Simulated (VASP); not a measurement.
The cell holds one Al₃Sc (L1_2) (111) slab, with vacuum along c, ions free to move until forces fall under 0.03 eV/Å, no reconstruction beyond this cell, dipole correction on.

Input:

```yaml
crystal:
  lattice:
    - [5.75773, 0.00000, 0.00000]
    - [-2.87887, 4.98634, 0.00000]
    - [0.00000, 0.00000, 24.29746]
  atoms:
    - { symbol: Sc, position: [0.00000, 0.00000, 0.35556] }
    - { symbol: Sc, position: [0.33333, 0.66667, 0.45330] }
    - { symbol: Sc, position: [0.66667, 0.33333, 0.54670] }
    - { symbol: Sc, position: [0.00000, 0.00000, 0.64444] }
    - { symbol: Al, position: [0.50127, 0.49873, 0.34922] }
    - { symbol: Al, position: [0.50127, 0.00254, 0.34922] }
    - { symbol: Al, position: [0.99746, 0.49873, 0.34922] }
    - { symbol: Al, position: [0.83081, 0.16919, 0.44971] }
    - { symbol: Al, position: [0.83081, 0.66161, 0.44971] }
    - { symbol: Al, position: [0.33839, 0.16919, 0.44971] }
    - { symbol: Al, position: [0.16919, 0.83081, 0.55029] }
    - { symbol: Al, position: [0.16919, 0.33839, 0.55029] }
    - { symbol: Al, position: [0.66161, 0.83081, 0.55029] }
    - { symbol: Al, position: [0.49873, 0.50127, 0.65078] }
    - { symbol: Al, position: [0.49873, 0.99746, 0.65078] }
    - { symbol: Al, position: [0.00254, 0.50127, 0.65078] }
```

Calculation: PBEsol GGA, VASP's PBE PAW potentials (set 64) (plane waves; VASP 6.6.1). Settings: 400 eV cut-off, 6×6×1 Γ-centred mesh, first-order Methfessel-Paxton smearing of 0.10 eV, potentials Sc_sv Al.

Slab and bulk use different k-meshes, so the surface energy is good to a few per cent at best.

| Quantity | Value |
|---|---|
| surface energy | 1.41 J/m² |
| work function | 4.36 eV |
| band gap (on the k-mesh) | none (metal, semimetal or under 0.01 eV) |

The cell is a thin slab with vacuum, built from Al3Sc (L1_2): (111) face.
